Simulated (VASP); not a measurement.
Output of a VASP run:

OSZICAR:
```
       N       E                     dE             d eps       ncg     rms          rms(c)
DAV:   1     0.129602622261E+03    0.12960E+03   -0.86451E+03  1128   0.135E+03
DAV:   2    -0.830764427754E+01   -0.13791E+03   -0.13039E+03  1320   0.337E+02
DAV:   3    -0.147066737793E+02   -0.63990E+01   -0.63379E+01  1468   0.753E+01
DAV:   4    -0.149181748634E+02   -0.21150E+00   -0.21137E+00  1652   0.122E+01
DAV:   5    -0.149202848724E+02   -0.21100E-02   -0.21098E-02  1392   0.127E+00    0.806E+00
DAV:   6    -0.134762740999E+02    0.14440E+01   -0.75647E+00  1300   0.259E+01    0.364E+00
DAV:   7    -0.134172194947E+02    0.59055E-01   -0.64857E-01  1560   0.798E+00    0.172E+00
DAV:   8    -0.134054882031E+02    0.11731E-01   -0.71464E-02  1220   0.305E+00    0.384E-01
DAV:   9    -0.134035950600E+02    0.18931E-02   -0.19676E-02  1404   0.112E+00    0.133E-01
DAV:  10    -0.134038403890E+02   -0.24533E-03   -0.17733E-03  1264   0.468E-01    0.233E-02
DAV:  11    -0.134038458970E+02   -0.55079E-05   -0.13420E-04  1544   0.114E-01    0.139E-02
DAV:  12    -0.134038433016E+02    0.25954E-05   -0.10741E-05  1356   0.389E-02    0.363E-03
DAV:  13    -0.134038432054E+02    0.96212E-07   -0.18964E-06  1480   0.113E-02    0.889E-04
DAV:  14    -0.134038431680E+02    0.37364E-07   -0.10742E-07   832   0.410E-03
   1 F= -.13403843E+02 E0= -.13403843E+02  d E =-.185096E-25
```

**OUTCAR**
```
------------------------ aborting loop because EDIFF is reached ----------------------------------------
  FORCE on cell =-STRESS in cart. coord.  units (eV):
  Direction    XX          YY          ZZ          XY          YZ          ZX
  --------------------------------------------------------------------------------------
  Total       -0.5615403     -0.5615403     -0.5615403      0.0000000     -0.0000000      0.0000000
  in kB      -32.0703214    -32.0703214    -32.0703214      0.0000000     -0.0000000      0.0000000
  external PRESSURE =     -32.0703214 kB  Pullay stress =       0.0000000 kB
  volume of cell :       28.05
      direct lattice vectors                 reciprocal lattice vectors
     0.000000000  2.411678381  2.411678381    -0.207324494  0.207324494  0.207324494
     2.411678381  0.000000000  2.411678381     0.207324494 -0.207324494  0.207324494
     2.411678381  2.411678381  0.000000000     0.207324494  0.207324494 -0.207324494
  FREE ENERGIE OF THE ION-ELECTRON SYSTEM (eV)
  ---------------------------------------------------
  free  energy   TOTEN  =       -13.4038431680 eV

  energy  without entropy=      -13.4038431680  energy(sigma->0) =      -13.40384317
```
(Selected blocks of OUTCAR.)

POSCAR:
```
CaO
1
    0.0000000000     2.4116783809     2.4116783809
    2.4116783809     0.0000000000     2.4116783809
    2.4116783809     2.4116783809     0.0000000000
Ca O
1 1
Direct
  0.0000000000   0.0000000000   0.0000000000
  0.5000000000   0.5000000000   0.5000000000
```

Task: Reconstruct the remaining input files.

Result: Several could match; the one computed here: the input of the run itself, PBEsol GGA, plane waves, VASP's PBE PAW potentials (set 64).

### INCAR
```
SYSTEM = CaO
PREC = Accurate; ENCUT = 520; LREAL = F
LASPH = T
EDIFF = 1E-7; NELM = 100; ALGO = Normal
ISMEAR = 0; SIGMA = 0.05
GGA = PS
ISIF = 2
LWAVE = F; LCHARG = F
```

File KPOINTS:
```
kpoints
0
G
  10 10 10
```

POTCAR, in this order: Ca_sv O (PBE.64 set). Program: vasp_std.

The compound is CaO in the rock salt structure. This cell is one point of a volume scan, at 1.03 of the reference volume.
